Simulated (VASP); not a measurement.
OSZICAR of a VASP run on GaN (wurtzite):

File OSZICAR:
```
       N       E                     dE             d eps       ncg     rms          rms(c)
DAV:   1     0.254333801450E+03    0.25433E+03   -0.18814E+04  1434   0.316E+03
DAV:   2    -0.187457751558E+02   -0.27308E+03   -0.26422E+03  1480   0.541E+02
DAV:   3    -0.514496401532E+02   -0.32704E+02   -0.32486E+02  1536   0.156E+02
DAV:   4    -0.526582589057E+02   -0.12086E+01   -0.12059E+01  1888   0.328E+01
DAV:   5    -0.526757369247E+02   -0.17478E-01   -0.17473E-01  1502   0.334E+00    0.103E+01
DAV:   6    -0.438955248839E+02    0.87802E+01   -0.12142E+01  2374   0.605E+01    0.349E+00
DAV:   7    -0.421969476012E+02    0.16986E+01   -0.17243E+00  1446   0.116E+01    0.230E+00
DAV:   8    -0.449551400592E+02   -0.27582E+01   -0.20014E+00  1898   0.169E+01    0.217E+00
DAV:   9    -0.439305751113E+02    0.10246E+01   -0.53903E-01  1518   0.787E+00    0.792E-01
DAV:  10    -0.427827992257E+02    0.11478E+01   -0.36999E-01  1770   0.660E+00    0.119E-01
DAV:  11    -0.428019812424E+02   -0.19182E-01   -0.36409E-02  1470   0.197E+00    0.265E-01
DAV:  12    -0.427958226586E+02    0.61586E-02   -0.23697E-03  2138   0.735E-01    0.215E-01
DAV:  13    -0.428005829367E+02   -0.47603E-02   -0.48438E-03  2158   0.119E+00    0.148E-01
DAV:  14    -0.428016150837E+02   -0.10321E-02   -0.32709E-03  1584   0.637E-01    0.289E-01
DAV:  15    -0.428018796927E+02   -0.26461E-03   -0.60781E-04  1972   0.594E-01    0.199E-01
DAV:  16    -0.428026257876E+02   -0.74609E-03   -0.94831E-04  1872   0.465E-01    0.695E-02
DAV:  17    -0.428025535819E+02    0.72206E-04   -0.14446E-04  1734   0.105E-01    0.224E-02
DAV:  18    -0.428025616060E+02   -0.80241E-05   -0.15078E-05  2490   0.671E-02    0.817E-03
DAV:  19    -0.428025526768E+02    0.89292E-05   -0.68542E-06  2458   0.429E-02    0.233E-03
DAV:  20    -0.428025673308E+02   -0.14654E-04   -0.23154E-06  1648   0.165E-02    0.624E-03
DAV:  21    -0.428025634189E+02    0.39119E-05   -0.17497E-07  1008   0.561E-03    0.942E-03
DAV:  22    -0.428025725716E+02   -0.91527E-05   -0.76365E-07  1602   0.126E-02    0.334E-03
DAV:  23    -0.428025687345E+02    0.38370E-05   -0.42196E-07  1530   0.608E-03    0.392E-04
DAV:  24    -0.428025693797E+02   -0.64511E-06   -0.47531E-08   728   0.275E-03    0.234E-04
DAV:  25    -0.428025692335E+02    0.14611E-06   -0.95648E-09   678   0.179E-03    0.821E-05
DAV:  26    -0.428025692634E+02   -0.29838E-07   -0.55644E-09   678   0.827E-04
   1 F= -.42802569E+02 E0= -.42802569E+02  d E =-.428026E+02
       N       E                     dE             d eps       ncg     rms          rms(c)
DAV:   1    -0.428025398286E+02    0.29405E-04   -0.12577E-02  1326   0.884E-01    0.260E-02
DAV:   2    -0.428025940773E+02   -0.54249E-04   -0.56046E-04  1522   0.242E-01    0.158E-02
DAV:   3    -0.428025713636E+02    0.22714E-04   -0.26282E-05  1848   0.568E-02    0.752E-03
DAV:   4    -0.428025887127E+02   -0.17349E-04   -0.76586E-06  1814   0.332E-02    0.192E-03
DAV:   5    -0.428025678200E+02    0.20893E-04   -0.27279E-06  1386   0.195E-02    0.120E-03
DAV:   6    -0.428025851333E+02   -0.17313E-04   -0.11543E-06  1344   0.119E-02    0.830E-04
DAV:   7    -0.428025795301E+02    0.56031E-05   -0.15057E-07   978   0.366E-03    0.288E-04
DAV:   8    -0.428025811309E+02   -0.16008E-05   -0.12810E-08   720   0.140E-03    0.148E-04
DAV:   9    -0.428025793164E+02    0.18145E-05   -0.62464E-09   672   0.108E-03    0.706E-05
DAV:  10    -0.428025794681E+02   -0.15174E-06   -0.19710E-09   678   0.617E-04    0.352E-05
DAV:  11    -0.428025793246E+02    0.14351E-06   -0.56048E-10   666   0.357E-04    0.262E-05
DAV:  12    -0.428025791659E+02    0.15876E-06   -0.32331E-10   678   0.245E-04    0.267E-05
DAV:  13    -0.428025791850E+02   -0.19121E-07   -0.11440E-10   678   0.147E-04
   2 F= -.42802579E+02 E0= -.42802579E+02  d E =-.992162E-05
       N       E                     dE             d eps       ncg     rms          rms(c)
DAV:   1    -0.428025816782E+02   -0.25124E-05   -0.21308E-03  1332   0.364E-01    0.107E-02
DAV:   2    -0.428025852589E+02   -0.35807E-05   -0.94743E-05  1510   0.998E-02    0.652E-03
DAV:   3    -0.428025914715E+02   -0.62126E-05   -0.44043E-06  1848   0.233E-02    0.308E-03
DAV:   4    -0.428025836045E+02    0.78671E-05   -0.12935E-06  1808   0.136E-02    0.792E-04
DAV:   5    -0.428025923597E+02   -0.87553E-05   -0.45651E-07  1366   0.797E-03    0.496E-04
DAV:   6    -0.428025855664E+02    0.67934E-05   -0.18910E-07  1056   0.486E-03    0.336E-04
DAV:   7    -0.428025881825E+02   -0.26162E-05   -0.27619E-08   720   0.168E-03    0.122E-04
DAV:   8    -0.428025875929E+02    0.58964E-06   -0.28330E-09   678   0.684E-04    0.660E-05
DAV:   9    -0.428025882961E+02   -0.70317E-06   -0.12983E-09   666   0.506E-04    0.350E-05
DAV:  10    -0.428025882507E+02    0.45401E-07   -0.46819E-10   678   0.282E-04
   3 F= -.42802588E+02 E0= -.42802588E+02  d E =-.189873E-04
```

Q: Which electronic solver shows in the log?

A: It is blocked Davidson (ALGO = Normal, or the opening steps of other solvers). The INCAR had ALGO = Normal.

Q: Can the final energy be trusted as converged?

A: The calculation finished and met its thresholds. It stopped with EDIFF = 1E-7, NELM = 100, NSW = 30 and EDIFFG = -0.01 after 3 ionic steps (r2SCAN+rVV10, plane waves, VASP's PBE PAW potentials (set 64)).

The compound is GaN in the wurtzite structure. This cell is one point of a volume scan, at 0.97 of the reference volume. Symmetry was kept, so distortions that lower it aren't found.
